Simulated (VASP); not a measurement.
Write the native input for VASP 6.6.1 that does the following.

```
Task                   : single point
Functional             : PBE
Potentials or basis    : VASP PAW PBE potentials, release 64 (Ga_d, B)
Cutoff                 : 520 eV
k mesh                 : 6 × 6 × 6
Occupations            : gaussian, width 0.1 eV
Spin                   : no spin polarisation
Dipole correction      : no
Further INCAR settings : ALGO = Normal; EDIFF = 1e-06; NBANDS = 20
```

The structure of GaB4 lies in POSCAR:

```
GaB4
1.0
    3.7298152408      0.0000000000      0.0000000000
    0.0000000000      3.7298152408      0.0000000000
    0.0000000000      0.0000000000      3.7298152408
Ga B
1 4
Direct
    0.0000000000      0.0000000000      0.0000000000
    0.3351410099      0.3351410099      0.3351410099
    0.6648589901      0.6648589901      0.3351410099
    0.3351410099      0.6648589901      0.6648589901
    0.6648589901      0.3351410099      0.6648589901
```

The cell was built by a generator and needn't be a form met in nature.

The cell isn't the ideal one: species swapped into the SnI4 type (P-43m, No. 215).

These files were run (other wordings do the same):

INCAR

```
  PREC = Accurate
  ENCUT = 520
  EDIFF = 1E-6
  ISMEAR = 0
  SIGMA = 0.1
  LREAL = F
  LASPH = T
  NELM = 100
  ALGO = Normal
  ISIF = 2
  LWAVE = F
  LCHARG = F
  GGA = PE
  NBANDS = 20
```

KPOINTS

```
regular mesh
0
Gamma
  6 6 6
```

Potentials or basis: VASP PAW PBE potentials, release 64 (Ga_d, B).

Launch:

```bash
$ cat potpaw_PBE.64/Ga_d/POTCAR potpaw_PBE.64/B/POTCAR > POTCAR
$ mpirun -np 1 vasp_std > vasp.out
```

It gave:

```json
{
  "Pressure": "-0.1 GPa",
  "Band gap on the k mesh": "none (metal or under the smearing width)"
}
```

Wall time 7.4 s on 1 thread of Intel(R) Xeon(R) 6975P-C (Granite Rapids) (shared host), peak memory 0.16 GiB.
